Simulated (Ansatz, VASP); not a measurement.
# VO2 (1T-VO2 4 layers, AA) in two plane-wave programs

One calculation is typed for both programs; each brings its own data sets. How far apart do they land? The structure shown is the start of the Ansatz relaxation below; VASP solves that cell, so the two are compared at the walk's first step.

Program: Ansatz 0.2.0. Level of theory: plane waves, with VASP 6.6.1 beside it; single point at PBE with D3(BJ). Results are calculated unless marked as measured.

## (1) The structure

The cell holds 12 atoms: 8 O and 4 V. Cell: a = 2.965 Å, b = 2.965 Å, c = 66.626 Å, α = 90.0°, β = 90.0°, γ = 120.0°. Vacuum lies along c.

## (2) Ansatz: relaxation, PBE with D3(BJ)

Ansatz runs on its default PAW (the set named soft_2) files.

The two programs are compared at the cell with which this relaxation starts, whose forces are those of its first step.

File input.yaml:

```yaml
crystal:
  lattice:
    - [2.964731, 0.0, 0.0]
    - [-1.4823655, 2.5675323614, 0.0]
    - [0.0, 0.0, 66.6262167095]
  atoms:
    - { symbol: O, position: [0.6666666667, 0.3333333333, 0.3662222051] }
    - { symbol: V, position: [0.0, 0.0, 0.3833442502], spin: 1.0 }
    - { symbol: O, position: [0.3333333333, 0.6666666667, 0.4004662953] }
    - { symbol: O, position: [0.6666666667, 0.3333333333, 0.443992705] }
    - { symbol: V, position: [0.0, 0.0, 0.4611147501], spin: 1.0 }
    - { symbol: O, position: [0.3333333333, 0.6666666667, 0.4782367952] }
    - { symbol: O, position: [0.6666666667, 0.3333333333, 0.5217632048] }
    - { symbol: V, position: [0.0, 0.0, 0.5388852499], spin: 1.0 }
    - { symbol: O, position: [0.3333333333, 0.6666666667, 0.556007295] }
    - { symbol: O, position: [0.6666666667, 0.3333333333, 0.5995337047] }
    - { symbol: V, position: [0.0, 0.0, 0.6166557498], spin: 1.0 }
    - { symbol: O, position: [0.3333333333, 0.6666666667, 0.6337777949] }
  periodic: [true, true, false]
magnetization:
  spin_polarized: true
kpoints:
  mp_grid: { grid: [12, 12, 1] }
hamiltonian:
  xc: pbe
  dispersion: d3bj
scf:
  occupations: { method: fermi_dirac, width: 0.05 }
  convergence: { dr2_threshold: 1.0e-09 }
relax:
  f_tol: 0.004
  max_steps: 90
  cell: {}
output:
  write_potential: true
  write_density: true
  volumetric_format: npy
```

The run is started by

```console
$ ansatz run input.yaml --threads 4 --pin off --max-ram 12288MiB --backend cpu --events-out ev --progress --plain --runs-dir out
```

Numbers of over 12 decimals in the logs are rounded to 6 here.

The program printed:

```text
Warning: relax.cell: scf.convergence.dr2_threshold = 1e-9 eV is looser than the 1.54979023431e-10 eV advised for a relaxation that steers and ends on the stress (1e-10 eV for each atom of the cell: 12, times the square of relax.cell.stress_2d_tol = 0.05 N/m over 27.8 Å (the atoms' height at the walk's start and 5 Å past either face), 1.797e-2 GPa, over a crystal's default 0.05). What an SCF threshold leaves in a stress goes as its square root, and in the free energy as the threshold itself, and one threshold admits the most on a small cell: [figures from the program's tests cut] Set scf.convergence.dr2_threshold to 1.54979023431e-10 eV or tighter. [rest of the remark cut]
Engine: ansatz 0.2.0, aarch64-unknown-linux-gnu
Pseudopotentials: kind: paw
Pseudopotential: O, paw, valence charge 6, recommended cutoff 420 eV (normal), O.paw.azcp
Pseudopotential: V, paw, valence charge 13, recommended cutoff 420 eV (normal), V.paw.azcp
Functional definition: PBE
  parameter kappa = 0.804
  parameter beta = 0.066725
  exchange = pbe_x(kappa = kappa, mu = beta*pi^2/3)
  correlation = pbe_c(beta = beta)
Crystal: 12 atoms, lattice volume = 507.162 Å³
Basis set: ecut = 420 eV, 9703 PW (Γ), exchange–correlation on 40×40×900 points (8 copies of the dense FFT grid, shifted against one another)
Bands: 64, of which v1, the nominal top of the filled ones, is band 50 counted from 1 (49 counted from 0)
Symmetry: 12 space group operations
Space group: P-3m1 (ITA 164), of the structure as read, at distance tolerance 8.0e-5 Å
Magnetic group: BNS 164.85 (UNI 1315), of the structure as read, at distance tolerance 8.0e-5 Å
k-points: 19 of 144
Non-local potential: O, projectors of the file, l = 0: 2, l = 1: 2, l = 2: 1
Non-local potential: V, projectors of the file, l = 0: 3, l = 1: 2, l = 2: 3, l = 3: 1
PAW form: soft (Blöchl's): semilocal exchange-correlation on the pseudo side does not see the compensation charge
PAW one-centre angular grid: O, 110 points (default); XC on 64 Gauss nodes
PAW one-centre angular grid: V, 590 points (default); XC on 64 Gauss nodes
Initial density: superposition of atomic densities (neutral atoms: chi_scale 0, normalization atom)
Starting moments: Σ|m| = 4 μB on 4 of 12 sites
Initial wavefunctions: pseudopotential atomic-orbital guess
Functional: x = pbe(κ = 0.804, μ = 0.219515), c = pbe(β = 0.066725)
SCF iter   1: F=—  HF=-16208.726610 eV  |F-HF|=—  |Δ(HF+E_count)|=         —  Δρ=5.45e-2 (↑5.45e-2 ↓5.13e-2)  dr2=6.57e1  dr2_m=1.20e-1  M=3.848 μB ∫|m|=3.890 μB  β_m=0.30  ethr=3.10e-3  ⟨swp⟩=9.6  Hψ=13389  notcnv=0
Mixer restart at iter 1: flushing history
preconditioner: auto → LDOS  [metal: Δε(μ)=0.064 eV  Ē_g=10.108 eV  σ=0.050 eV  W_gap=0.30  n_scr=44 (ndim 8)  ℏωp=13.6 eV  f_vac=0.687  D(μ)=6.11/eV (n_scr^D=30)]
spin=Collinear: LDOS preconditioning applied to the charge; magnetization (m = ρ↑ − ρ↓) channel mixes plain (no charge-response kernel on spin).
SCF iter   2: F=—  HF=-16199.012194 eV  |F-HF|=—  |Δ(HF+E_count)|=    9.71e0  Δρ=2.87e-2 (↑2.73e-2 ↓2.87e-2)  dr2=1.96e1  dr2_m=6.05e-2  M=3.951 μB ∫|m|=4.064 μB  β_m=0.46  ethr=3.10e-3  ⟨swp⟩=4.6  Hψ=6777  notcnv=0  defer=57
SCF iter   3: F=—  HF=-16195.100657 eV  |F-HF|=—  |Δ(HF+E_count)|=    3.91e0  Δρ=7.84e-3 (↑7.84e-3 ↓6.22e-3)  dr2=2.65e-1  dr2_m=4.85e-2  M=3.998 μB ∫|m|=4.357 μB  β_m=0.59  ethr=3.10e-3  ⟨swp⟩=3.8  Hψ=6128  notcnv=0  defer=57
SCF iter   4: F=—  HF=-16195.257469 eV  |F-HF|=—  |Δ(HF+E_count)|=         —  Δρ=3.99e-3 (↑1.84e-3 ↓3.99e-3)  dr2=1.74e-1  dr2_m=9.54e-3  M=4.000 μB ∫|m|=4.460 μB  β_m=0.59  ethr=2.65e-4  ⟨swp⟩=3.9  Hψ=6588  notcnv=0  defer=72
SCF iter   5: F=—  HF=-16195.234760 eV  |F-HF|=—  |Δ(HF+E_count)|=   2.27e-2  Δρ=1.39e-3 (↑4.39e-4 ↓1.39e-3)  dr2=9.44e-3  dr2_m=2.93e-3  M=4.000 μB ∫|m|=4.547 μB  β_m=0.79  ethr=1.74e-4  ⟨swp⟩=2.9  Hψ=4346  notcnv=0  defer=72
SCF iter   6: F=—  HF=-16195.237027 eV  |F-HF|=—  |Δ(HF+E_count)|=   2.27e-3  Δρ=6.90e-4 (↑6.90e-4 ↓2.88e-4)  dr2=4.33e-3  dr2_m=3.36e-4  M=4.000 μB ∫|m|=4.632 μB  β_m=0.73  ethr=9.44e-6  ⟨swp⟩=3.2  Hψ=5826  notcnv=0  defer=72
SCF iter   7: F=—  HF=-16195.236332 eV  |F-HF|=—  |Δ(HF+E_count)|=   6.95e-4  Δρ=2.23e-4 (↑2.23e-4 ↓1.07e-4)  dr2=6.57e-4  dr2_m=3.15e-5  M=4.000 μB ∫|m|=4.645 μB  β_m=0.79  ethr=4.33e-6  ⟨swp⟩=3.3  Hψ=4671  notcnv=0  defer=72
[...]
an SCF from ferrimagnetic starting moments (0.00, -1.00, 0.00, 0.00, 1.00, 0.00, 0.00, 1.00, 0.00, 0.00, 1.00, 0.00 Bohr magnetons, atom by atom) was not made, so that it is not known whether that order lies lower: the deck asks for what bars it, or types moments that do (magnetization.spin_polarized, in the input reference, names some of the keys), or the run goes by scf.lower_state_search: light, the default, which as a rule tries one only behind a close that has lost an order of both signs, or on which an open d or half-filled 4f shell of a PAW file has lost a moment that was set nearer to Hund's than to what is left; [rest of the remark cut]
SCF converged after 5 iterations
Magnetization: 4.0000 μB (52.0000 up, 48.0000 down)
Absolute magnetization: 4.3532 μB (∫|ρ↑−ρ↓|, with the PAW one-centre terms)
Spin contamination: 0.0467 ħ² per cell (⟨S²⟩ above its minimum at these occupations)
Per-site moments (μB) at R_I (Å): [(-0.00985779, 0.798576), (0.778980, 0.797693), (-0.010771, 0.797693), (-0.010877, 0.797768), (0.779962, 0.797701), (-0.010898, 0.797701), (-0.010898, 0.797701), (0.779962, 0.797701), (-0.010877, 0.797768), (-0.010771, 0.797693), (0.778980, 0.797693), (-0.00985779, 0.798576)]
Free energy (F): -16197.907751 eV
Harris-Foulkes:  -16197.907751 eV  (|F-HF|=9.31e-10)
Internal energy: -16197.853059 eV  (E = F + TS)
E sigma→0 (E₀):  -16197.880405 eV
Entropy (-TS):   -0.054692 eV (-4.558 meV/atom)
Fermi energy:    -6.534830 eV
--- Per-component energies (eV) ---
  E_band       = -2645.102340
  E_kinetic    = 2740.898394
  E_local      = -1368365.567258  (includes V_loc(G=0)·N_el)
  E_nonlocal   = 184.872481
  E_hartree    = 682632.363509
  E_xc         = -1111.682513
  E_vxc        = -1414.122610  (∫ρ·V_xc dr)
  E_paw        = -5702.843801  (= ΣΔE_a)
  E_vpaw       = -1055.930271  (= ΣTr[D̂ρ^β])
  E_aug_tail   = 0.020627  (compensation charges beyond the density's cutoff)
  E_ewald      = 673426.376024
  E_disp       = -2.290522  (pairwise vdW)
  E_smearing   = -0.054692  (= −TS)
  E_closure    = 0.000000  (closes the sum)
  Σ components = -16197.907751   (vs F -16197.907751, Δ=0.00e0)
--- Forces (eV/Å), atoms counted from 1 ---
  atom   1  O     -0.00000000     0.00000000    -0.00054693
  atom   2  V      0.00000000    -0.00000000    -0.00042429
  atom   3  O      0.00000000    -0.00000000     0.00106131
  atom   4  O     -0.00000000     0.00000000     0.00033892
  atom   5  V      0.00000000    -0.00000000    -0.00009636
  atom   6  O      0.00000000    -0.00000000    -0.00025045
  atom   7  O     -0.00000000     0.00000000     0.00025045
  atom   8  V     -0.00000000     0.00000000     0.00009636
  atom   9  O      0.00000000    -0.00000000    -0.00033892
  atom  10  O     -0.00000000     0.00000000    -0.00106131
  atom  11  V     -0.00000000     0.00000000     0.00042429
  atom  12  O      0.00000000    -0.00000000     0.00054693
  max |Σ_I F_I| component: 1.85e-17 eV/Å
--- 2D stress c σ (N/m, compression-positive) ---
       -0.027201       0.000000      -0.000000
        0.000000      -0.027201      -0.000000
       -0.000000      -0.000000      -0.000000
  P = ½ c Tr σ = -0.0272 N/m
--- Band table (eV; the first three rows and the last of 38) ---
  k-point 0 ↑: bands = [... 46 lower, -8.7761, -8.7431, -7.2326, -7.2326, -7.2299, -7.2299, -7.2259, -7.2259, ... 10 higher]
  k-point 1 ↑: bands = [... 46 lower, -8.9529, -8.6613, -7.0717, -7.0632, -7.0503, -7.0361, -6.9899, -6.9869, ... 10 higher]
  k-point 2 ↑: bands = [... 46 lower, -8.7504, -8.5639, -6.8807, -6.8637, -6.8369, -6.8073, -6.5656, -6.5651, ... 10 higher]
  k-point 18 ↓: bands = [... 46 lower, -9.9693, -9.8847, -5.5833, -5.5587, -5.5296, -5.5055, -4.9676, -4.9676, ... 10 higher]
  the weakly bound empty levels are not read free of the cell's end (no_gap_told)
--- Relaxed structure (13 steps of the walk, 13 accepted, 2 SCFs on fresh bases) ---
  F+E_penalty+E_count = -16197.90775070 eV   max|allowed force component| = 1.061e-3 eV/Å   (the final SCF, on the basis selected at the relaxed cell)
  cell:  # Å, volume = 474.3698 Å³
    - [2.867283, 0.0, 0]
    - [-1.433642, 2.483140, 0]
    - [0, 0, 66.6262167095]
  atoms:
    - { symbol: O, position: [0.666667, 0.333333, 0.382194] }
    - { symbol: V, position: [2.3143825243483154e-17, 0, 0.397258] }
    - { symbol: O, position: [0.333333, 0.666667, 0.412261] }
    - { symbol: O, position: [0.666667, 0.333333, 0.450805] }
    - { symbol: V, position: [7.814157375049714e-18, 0, 0.465813] }
    - { symbol: O, position: [0.333333, 0.666667, 0.480816] }
    - { symbol: O, position: [0.666667, 0.333333, 0.519184] }
    - { symbol: V, position: [-7.814157375049718e-18, 0, 0.534187] }
    - { symbol: O, position: [0.333333, 0.666667, 0.549195] }
    - { symbol: O, position: [0.666667, 0.333333, 0.587739] }
    - { symbol: V, position: [-2.3143825243483154e-17, 0, 0.602742] }
    - { symbol: O, position: [0.333333, 0.666667, 0.617806] }
```

Reading the cycles: dr2 is the Hartree energy of the density residual (eV), the measure of convergence; HF is the Harris–Foulkes estimate of the energy, which meets the free energy F at convergence.

(Part 1 of 2 ends here.)

[Lines on the potential files, build, host, timing and source positions are cut from VASP's logs without a mark.]

[Logs are printed without paths, hosts, clocks, repeated set-up lines and the standing remarks that a program may print on its own settings, such as how far it seeks lower states.]

[Hosts, paths, dates, database ids (printed as entryN), source tags and the programs' standing remarks are cut or masked in the printed files.]
